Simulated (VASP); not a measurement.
# Te2Mo: what each functional gives, and what it costs, part 5 of 6

Which functional reproduces the measured band gap of Te2Mo, and what does it cost? The start is a cell from a database of measured crystal structures.

VASP 6.6.1, plane waves and PAW; the level of theory is named at each step.

So far, least gap on mesh and path (eV): step 2 (bands, level LDA, k 5×5×1) 0.670; step 6 (bands, level TPSS, k 5×5×1) 0.683; step 7 (bands, level SCAN, k 5×5×1) 0.843; step 9 (bands, level HSE06, k 5×5×1) 1.12; step 10 (bands, level B3LYP, k 5×5×1) 1.55.

### Step 11. Bands with HSE03, k 5×5×1

This step: HSE03; plane waves and PAW (Te, Mo_sv) (VASP 6.6.1).

HSE03, as typed here, screens exact exchange more strongly than HSE06 (HFSCREEN 0.3 against 0.2).

Input file INCAR:

```
SYSTEM = Te2Mo
PREC = Accurate
ENCUT = 400
EDIFF = 1E-06
NELM = 100
ISMEAR = 0
SIGMA = 0.02
LREAL = .FALSE.
ALGO = Normal
LHFCALC = .TRUE.
AEXX = 0.25
GGA = PE
HFSCREEN = 0.3
LASPH = .TRUE.
NBANDS = 32
PRECFOCK = Fast
LORBIT = 11
LWAVE = .FALSE.
LCHARG = .FALSE.
KPAR = 2
```

Input file POSCAR:

```
Te2Mo
1.0
    3.5182000000      0.0000000000      0.0000000000
   -1.7591000000      3.0468505756      0.0000000000
    0.0000000000      0.0000000000     13.9736000000
Te Mo
4 2
Direct
    0.3333333333      0.6666666667      0.6210000000
    0.6666666667      0.3333333333      0.1210000000
    0.3333333333      0.6666666667      0.8790000000
    0.6666666667      0.3333333333      0.3790000000
    0.3333333333      0.6666666667      0.2500000000
    0.6666666667      0.3333333333      0.7500000000
```

Input file KPOINTS:

```
Automatic mesh
0
Gamma
5 5 1
0 0 0
```

Input file KPOINTS_OPT:

```
Line mode
6
Line-mode
Reciprocal
  0.00000000   0.00000000   0.00000000 GAMMA
  0.50000000   0.00000000   0.00000000 M

  0.50000000   0.00000000   0.00000000 M
  0.33333333   0.33333333   0.00000000 K

  0.33333333   0.33333333   0.00000000 K
  0.00000000   0.00000000   0.00000000 GAMMA

  0.00000000   0.00000000   0.00000000 GAMMA
  0.00000000   0.00000000   0.50000000 A

  0.00000000   0.00000000   0.50000000 A
  0.50000000   0.00000000   0.50000000 L

  0.50000000   0.00000000   0.50000000 L
  0.33333333   0.33333333   0.50000000 H

  0.33333333   0.33333333   0.50000000 H
  0.00000000   0.00000000   0.50000000 A

  0.50000000   0.00000000   0.50000000 L
  0.50000000   0.00000000   0.00000000 M

  0.33333333   0.33333333   0.00000000 K
  0.33333333   0.33333333   0.50000000 H
```

Potentials, in the order of the species: Te and Mo_sv (PBE family, release 64).

The run is started by

```bash
$ mpirun -np 8 vasp_std
```

Numbers of over 12 decimals in the logs are rounded to 6 here.

The log of the run:

```text
[banner, memory and clock lines left out]
running    8 mpi-ranks, on    1 nodes
[...]
[... a notice as in an earlier step ...]

 LDA part: xc-table for (Slater+PW92), standard interpolation
 found WAVECAR, reading the header
 POSCAR, INCAR and KPOINTS ok, starting setup
[...]
reading WAVECAR
 the WAVECAR file was read successfully
 initial charge from wavefunction
 entering main loop
       N       E                     dE             d eps       ncg     rms          rms(c)
DAV:   1    -0.420492318038E+02   -0.42049E+02   -0.40469E+00   320   0.104E+01    0.219E+01
DAV:   2    -0.420139503681E+02    0.35281E-01   -0.26561E-01   320   0.342E+00    0.144E+01
DAV:   3    -0.420159294642E+02   -0.19791E-02   -0.21220E-02   336   0.744E-01    0.841E+00
DAV:   4    -0.420145963876E+02    0.13331E-02   -0.13320E-02   336   0.476E-01    0.491E+00
[...]
DAV:  10    -0.420143821742E+02   -0.20886E-05   -0.17355E-06   248   0.905E-03    0.233E-01
DAV:  11    -0.420143836677E+02   -0.14935E-05   -0.87632E-07   224   0.508E-03    0.135E-01
DAV:  12    -0.420143846285E+02   -0.96079E-06   -0.23409E-07   192   0.305E-03
   1 F= -.42014385E+02 E0= -.42014385E+02  d E =-.556923E-33
 Start KPOINTS_OPT (optional k-point list driver)
k-point batch [1-5\54]
       N       E                     dE             ncg
DAV:   1     0.247843833889E+02   -0.28088E+04      392
DAV:   2    -0.214451638757E+04   -0.21693E+04      376
DAV:   3    -0.233549404452E+04   -0.19098E+03      384
DAV:   4    -0.235064204325E+04   -0.15148E+02      432
[...]
DAV:   9    -0.235141218522E+04   -0.25682E-04      272
DAV:  10    -0.235141218755E+04   -0.23258E-05      256
DAV:  11    -0.235141218777E+04   -0.22493E-06      224
[...]
k-point batch [51-54\54]
       N       E                     dE             ncg
DAV:   1     0.163540476760E+04   -0.72593E+04      304
DAV:   2     0.332894031050E+01   -0.16321E+04      288
DAV:   3    -0.133802225704E+03   -0.13713E+03      328
DAV:   4    -0.144538700076E+03   -0.10736E+02      320
[...]
DAV:   9    -0.145035487806E+03   -0.27020E-04      224
DAV:  10    -0.145035490564E+03   -0.27578E-05      176
DAV:  11    -0.145035490858E+03   -0.29438E-06      176
```

Wall time 9.8 min (8 MPI ranks of Intel Xeon 6975P-C (Granite Rapids), shared host); peak memory 2.5 GiB; 78 min of CPU time.

From OUTCAR (step 11):

```text
 POSITION                                       TOTAL-FORCE (eV/Angst)
 -----------------------------------------------------------------------------------
     -0.00000      2.03123      8.67761         0.000000     -0.000000      0.344056
      1.75910      1.01562      1.69081         0.000000     -0.000000      0.344056
     -0.00000      2.03123     12.28279         0.000000      0.000000     -0.344056
      1.75910      1.01562      5.29599         0.000000      0.000000     -0.344056
     -0.00000      2.03123      3.49340        -0.000000      0.000000      0.000000
      1.75910      1.01562     10.48020         0.000000     -0.000000     -0.000000
 -----------------------------------------------------------------------------------
    total drift:                                0.000000     -0.000000     -0.000002

  FREE ENERGIE OF THE ION-ELECTRON SYSTEM (eV)
  ---------------------------------------------------
  free  energy   TOTEN  =       -42.0143846285 eV

  energy  without entropy=      -42.0143846285  energy(sigma->0) =      -42.01438463

[... 2 parts as in an earlier step ...]

[... 1 further part left out ...]
[key lines of the parts left out:]
E-fermi :   8.0798
```

The electronic bands at the labelled points (eV, zero at the valence-band top; v1 is the highest filled band, c1 the lowest empty one):

| point | v4 | v3 | v2 | v1 | c1 | c2 | c3 | c4 |
| --- | --- | --- | --- | --- | --- | --- | --- | --- |
| Γ | -1.14 | -1.14 | -0.45 | 0.00 | 3.33 | 3.34 | 3.48 | 3.50 |
| 0.60 of the way | -1.32 | -1.19 | -1.16 | -1.06 | 1.40 | 1.95 | 2.07 | 2.24 |
| M | -1.14 | -1.07 | -0.72 | -0.42 | 1.59 | 1.66 | 1.82 | 2.19 |
| 0.40 of the way | -2.02 | -1.89 | -0.59 | -0.33 | 1.55 | 1.72 | 1.95 | 2.31 |
| K | -2.10 | -2.10 | -0.31 | -0.06 | 1.26 | 1.26 | 1.47 | 2.58 |
| 0.60 of the way | -1.22 | -1.05 | -0.79 | -0.60 | 1.48 | 2.02 | 2.20 | 2.21 |
| Γ | -1.14 | -1.14 | -0.45 | 0.00 | 3.33 | 3.34 | 3.47 | 3.53 |
| 0.40 of the way | -1.15 | -1.15 | -0.33 | -0.02 | 3.34 | 3.35 | 3.43 | 3.48 |
| A | -1.16 | -1.16 | -0.11 | -0.11 | 3.37 | 3.37 | 3.38 | 3.39 |
| 0.40 of the way | -1.42 | -1.42 | -0.69 | -0.69 | 2.04 | 2.04 | 2.61 | 2.61 |
| L | -1.09 | -1.09 | -0.57 | -0.57 | 1.62 | 1.62 | 2.02 | 2.02 |
| 0.60 of the way | -2.17 | -2.17 | -0.38 | -0.38 | 1.52 | 1.52 | 2.20 | 2.20 |
| H | -2.28 | -2.28 | -0.20 | -0.20 | 1.27 | 1.27 | 1.97 | 1.97 |
| 0.40 of the way | -1.48 | -1.48 | -0.73 | -0.73 | 1.31 | 1.31 | 1.98 | 1.98 |
| A | -1.16 | -1.16 | -0.11 | -0.11 | 3.37 | 3.37 | 3.37 | 3.40 |
| jump to L | -1.09 | -1.09 | -0.57 | -0.57 | 1.62 | 1.62 | 2.02 | 2.02 |
| 0.40 of the way | -1.11 | -1.08 | -0.65 | -0.48 | 1.60 | 1.64 | 1.91 | 2.13 |
| M | -1.14 | -1.07 | -0.72 | -0.42 | 1.59 | 1.66 | 1.82 | 2.19 |
| jump to K | -2.10 | -2.10 | -0.31 | -0.06 | 1.26 | 1.26 | 1.47 | 2.58 |
| 0.60 of the way | -2.21 | -2.21 | -0.27 | -0.13 | 1.27 | 1.27 | 1.67 | 2.30 |
| H | -2.28 | -2.28 | -0.20 | -0.20 | 1.27 | 1.27 | 1.97 | 1.97 |

Of the projections kept (Te, Mo), the largest for each band there; the rest of the weight can lie on other orbitals:

| point | v4 | v3 | v2 | v1 | c1 | c2 | c3 | c4 |
| --- | --- | --- | --- | --- | --- | --- | --- | --- |
| Γ | Mo 0.76 | Mo 0.76 | Te 0.94 | Mo 0.77 | Te 0.72 | Te 0.72 | Te 0.74 | Te 0.74 |
| M | Mo 0.67 | Mo 0.78 | Te 0.81 | Te 0.76 | Mo 0.95 | Mo 0.92 | Mo 0.92 | Mo 0.92 |
| K | Te 0.59 | Te 0.59 | Mo 0.89 | Mo 0.86 | Mo 0.93 | Mo 0.93 | Mo 0.79 | Mo 0.75 |
| Γ | Mo 0.76 | Mo 0.76 | Te 0.94 | Mo 0.77 | Te 0.72 | Te 0.72 | Te 0.74 | Te 0.72 |
| A | Mo 0.75 | Mo 0.75 | Mo 0.65 | Mo 0.65 | Te 0.72 | Te 0.72 | Te 0.72 | Te 0.72 |
| L | Mo 0.73 | Mo 0.73 | Te 0.78 | Te 0.78 | Mo 0.94 | Mo 0.94 | Mo 0.92 | Mo 0.92 |

The gap is 0.97 eV, indirect, from Γ to a point between the labelled ones. Against LDA that is +0.30 eV; this run took 17 times the core time, on fewer points of the path.

### Step 12. Bands with PBE + SOC

This step: PBE, spin-orbit coupling; plane waves and PAW (Te, Mo_sv) (VASP 6.6.1).

Spin-orbit coupling needs spinors and the noncollinear program, where each band holds one electron.

Input file INCAR:

```
SYSTEM = Te2Mo
PREC = Accurate
ENCUT = 400
EDIFF = 1E-06
NELM = 100
ISMEAR = 0
SIGMA = 0.02
LREAL = .FALSE.
ALGO = Normal
GGA = PE
LNONCOLLINEAR = .TRUE.
MAGMOM = 0 0 0 0 0 0 0 0 0 0 0 0 0 0 0 0 0 0
NBANDS = 64
GGA_COMPAT = .FALSE.
LASPH = .TRUE.
LSORBIT = .TRUE.
LMAXMIX = 4
LORBIT = 11
LWAVE = .FALSE.
LCHARG = .FALSE.
KPAR = 4
NCORE = 2
```

POSCAR is that of step 11.

Input file KPOINTS:

```
Automatic mesh
0
Gamma
5 5 2
0 0 0
```

KPOINTS_OPT: that of step 11 with these lines changed.

```diff
@@ -1,3 +1,3 @@
 Line mode
-6
+16
 Line-mode
```

The run is started by

```bash
$ mpirun -np 8 vasp_ncl
```

The log of the run:

```text
[banner, memory and clock lines left out]
running    8 mpi-ranks, on    1 nodes
[...]
LDA part: xc-table for (Slater+PW92), standard interpolation
 POSCAR, INCAR and KPOINTS ok, starting setup
[...]
entering main loop
       N       E                     dE             d eps       ncg     rms          rms(c)
DAV:   1     0.358709085218E+03    0.35871E+03   -0.23780E+04  1576   0.118E+03
DAV:   2    -0.126717675362E+02   -0.37138E+03   -0.35978E+03  1632   0.306E+02
DAV:   3    -0.369706128510E+02   -0.24299E+02   -0.23791E+02  1528   0.668E+01
DAV:   4    -0.378191997850E+02   -0.84859E+00   -0.84288E+00  1688   0.115E+01
[...]
DAV:  14    -0.365840803147E+02    0.70327E-05   -0.88966E-05  1440   0.394E-02    0.206E-02
DAV:  15    -0.365840721011E+02    0.82136E-05   -0.20690E-05  1640   0.223E-02    0.105E-02
DAV:  16    -0.365840720822E+02    0.18876E-07   -0.27552E-06  1320   0.686E-03
   1 F= -.36584072E+02 E0= -.36584072E+02  d E =-.754329E-68  mag=    -0.0000     0.0000    -0.0000
 Start KPOINTS_OPT (optional k-point list driver)
k-point batch [1-10\144]
       N       E                     dE             ncg
DAV:   1     0.495730285510E+03   -0.22588E+04     1536
DAV:   2    -0.366773332269E+04   -0.41635E+04     1760
DAV:   3    -0.393058793319E+04   -0.26285E+03     1512
DAV:   4    -0.394232262855E+04   -0.11735E+02     1672
DAV:   5    -0.394271511821E+04   -0.39249E+00     1608
DAV:   6    -0.394272184310E+04   -0.67249E-02     1776
DAV:   7    -0.394272195624E+04   -0.11315E-03     1592
DAV:   8    -0.394272196069E+04   -0.44483E-05     1472
DAV:   9    -0.394272196084E+04   -0.14561E-06     1040
[...]
k-point batch [141-144\144]
       N       E                     dE             ncg
DAV:   1     0.101083317704E+05   -0.70082E+04      640
DAV:   2     0.872971039382E+04   -0.13786E+04      624
DAV:   3     0.864381155519E+04   -0.85899E+02      640
DAV:   4     0.864142180166E+04   -0.23898E+01      624
DAV:   5     0.864135274808E+04   -0.69054E-01      632
DAV:   6     0.864135091823E+04   -0.18298E-02      624
DAV:   7     0.864135082319E+04   -0.95036E-04      624
DAV:   8     0.864135081988E+04   -0.33096E-05      488
DAV:   9     0.864135081970E+04   -0.18791E-06      408
```

The job ended after 1.9 min (8 MPI ranks; peak memory 2.9 GiB; 15 min of CPU time).

From OUTCAR (step 12):

```text
  Total        2.5152736      2.5152736      2.9876135      0.0000000      0.0000000      0.0000000
  in kB       26.9039362     26.9039362     31.9561906      0.0000000      0.0000000      0.0000000
  external PRESSURE =      28.5880210 kB  Pullay stress =       0.0000000 kB

 POSITION                                       TOTAL-FORCE (eV/Angst)
 -----------------------------------------------------------------------------------
     -0.00000      2.03123      8.67761        -0.000000     -0.000000     -0.207457
      1.75910      1.01562      1.69081         0.000000     -0.000000     -0.207457
     -0.00000      2.03123     12.28279        -0.000000      0.000000      0.207457
      1.75910      1.01562      5.29599         0.000000     -0.000000      0.207457
     -0.00000      2.03123      3.49340         0.000000     -0.000000      0.000000
      1.75910      1.01562     10.48020        -0.000000     -0.000000      0.000000
 -----------------------------------------------------------------------------------
    total drift:                               -0.000000      0.000000     -0.000000

  FREE ENERGIE OF THE ION-ELECTRON SYSTEM (eV)
  ---------------------------------------------------
  free  energy   TOTEN  =       -36.5840720822 eV

  energy  without entropy=      -36.5840720822  energy(sigma->0) =      -36.58407208

 magnetization (x)
# of ion       s       p       d       tot
------------------------------------------
    1        0.000  -0.000  -0.000  -0.000
    2        0.000   0.000  -0.000   0.000
    3        0.000   0.000   0.000   0.000
    4        0.000   0.000   0.000   0.000
    5       -0.000   0.000   0.000  -0.000
    6        0.000  -0.000   0.000   0.000
--------------------------------------------------
tot          0.000   0.000   0.000   0.000

 magnetization (y)
# of ion       s       p       d       tot
------------------------------------------
    1        0.000   0.000   0.000   0.000
    2       -0.000   0.000   0.000  -0.000
    3       -0.000   0.000   0.000  -0.000
    4        0.000   0.000   0.000   0.000
    5        0.000  -0.000   0.000   0.000
    6        0.000  -0.000   0.000   0.000
--------------------------------------------------
tot         -0.000  -0.000   0.000   0.000

 magnetization (z)
# of ion       s       p       d       tot
------------------------------------------
    1        0.000   0.000   0.000   0.000
    2        0.000   0.000   0.000   0.000
    3        0.000   0.000   0.000   0.000
    4        0.000   0.000   0.000   0.000
    5        0.000   0.000   0.000   0.000
    6        0.000   0.000   0.000   0.000
--------------------------------------------------
tot          0.000   0.000   0.000   0.000

[... 1 part as in an earlier step ...]

[... 2 further parts left out ...]
[key lines of the parts left out:]
E-fermi :   8.4241
```

The electronic bands at the labelled points (eV, zero at the valence-band top; v1 is the highest filled band, c1 the lowest empty one):

| point | v4 | v3 | v2 | v1 | c1 | c2 | c3 | c4 |
| --- | --- | --- | --- | --- | --- | --- | --- | --- |
| Γ | -0.37 | -0.37 | 0.00 | 0.00 | 2.56 | 2.56 | 2.69 | 2.69 |
| 0.53 of the way | -0.97 | -0.97 | -0.84 | -0.84 | 1.12 | 1.12 | 1.66 | 1.66 |
| M | -0.58 | -0.58 | -0.33 | -0.33 | 1.23 | 1.23 | 1.29 | 1.29 |
| 0.53 of the way | -0.55 | -0.55 | -0.25 | -0.25 | 1.14 | 1.14 | 1.27 | 1.27 |
| K | -0.37 | -0.37 | -0.05 | -0.05 | 0.92 | 0.92 | 0.95 | 0.95 |
| 0.53 of the way | -0.78 | -0.78 | -0.59 | -0.59 | 0.90 | 0.90 | 1.56 | 1.56 |
| Γ | -0.37 | -0.37 | 0.00 | 0.00 | 2.56 | 2.56 | 2.69 | 2.69 |
| 0.47 of the way | -0.25 | -0.25 | -0.02 | -0.02 | 2.57 | 2.57 | 2.65 | 2.65 |
| A | -0.09 | -0.09 | -0.09 | -0.09 | 2.60 | 2.60 | 2.60 | 2.60 |
| 0.47 of the way | -0.79 | -0.79 | -0.79 | -0.79 | 1.49 | 1.49 | 1.49 | 1.49 |
| L | -0.46 | -0.46 | -0.46 | -0.46 | 1.25 | 1.25 | 1.25 | 1.25 |
| 0.53 of the way | -0.49 | -0.49 | -0.31 | -0.31 | 1.22 | 1.22 | 1.22 | 1.22 |
| H | -0.34 | -0.34 | -0.13 | -0.13 | 0.93 | 0.93 | 0.96 | 0.96 |
| 0.53 of the way | -0.76 | -0.76 | -0.66 | -0.66 | 1.14 | 1.14 | 1.21 | 1.21 |
| A | -0.09 | -0.09 | -0.09 | -0.09 | 2.60 | 2.60 | 2.60 | 2.60 |
| jump to L | -0.46 | -0.46 | -0.46 | -0.46 | 1.25 | 1.25 | 1.25 | 1.25 |
| 0.47 of the way | -0.54 | -0.54 | -0.37 | -0.37 | 1.24 | 1.24 | 1.28 | 1.28 |
| M | -0.58 | -0.58 | -0.33 | -0.33 | 1.23 | 1.23 | 1.29 | 1.29 |
| jump to K | -0.37 | -0.37 | -0.05 | -0.05 | 0.92 | 0.92 | 0.95 | 0.95 |
| 0.53 of the way | -0.35 | -0.35 | -0.09 | -0.09 | 0.93 | 0.93 | 0.96 | 0.96 |
| H | -0.34 | -0.34 | -0.13 | -0.13 | 0.93 | 0.93 | 0.96 | 0.96 |

Of the projections kept (Te, Mo), the largest for each band there; the rest of the weight can lie on other orbitals:

| point | v4 | v3 | v2 | v1 | c1 | c2 | c3 | c4 |
| --- | --- | --- | --- | --- | --- | --- | --- | --- |
| Γ | Te 0.88 | Te 0.88 | Mo 0.78 | Mo 0.78 | Te 0.68 | Te 0.68 | Te 0.71 | Te 0.71 |
| M | Te 0.78 | Te 0.78 | Te 0.74 | Te 0.74 | Mo 0.95 | Mo 0.95 | Mo 0.93 | Mo 0.93 |
| K | Mo 0.89 | Mo 0.89 | Mo 0.86 | Mo 0.86 | Mo 0.94 | Mo 0.94 | Mo 0.93 | Mo 0.93 |
| Γ | Te 0.88 | Te 0.88 | Mo 0.78 | Mo 0.78 | Te 0.68 | Te 0.68 | Te 0.71 | Te 0.71 |
| A | Mo 0.67 | Mo 0.67 | Mo 0.67 | Mo 0.67 | Te 0.69 | Te 0.69 | Te 0.69 | Te 0.69 |
| L | Te 0.76 | Te 0.76 | Te 0.76 | Te 0.76 | Mo 0.94 | Mo 0.94 | Mo 0.94 | Mo 0.94 |

The gap is 0.69 eV, indirect, from Γ to a point between the labelled ones. Against PBE that is -0.01 eV, on another mesh; this run took 4.0 times the core time. The gap lies -0.27 eV from the measured 0.96 eV.

(Part 5 of 6 ends here.)

[Lines on the potential files, build, host, timing and source positions are cut from VASP's logs without a mark.]

[Logs are printed without paths, hosts, clocks, repeated set-up lines and the standing remarks that a program may print on its own settings, such as how far it seeks lower states.]

[Hosts, paths, dates, database ids (printed as entryN), source tags and the programs' standing remarks are cut or masked in the printed files.]

[A measured line is paired with the nearest computed mode of its activity, which favours agreement.]
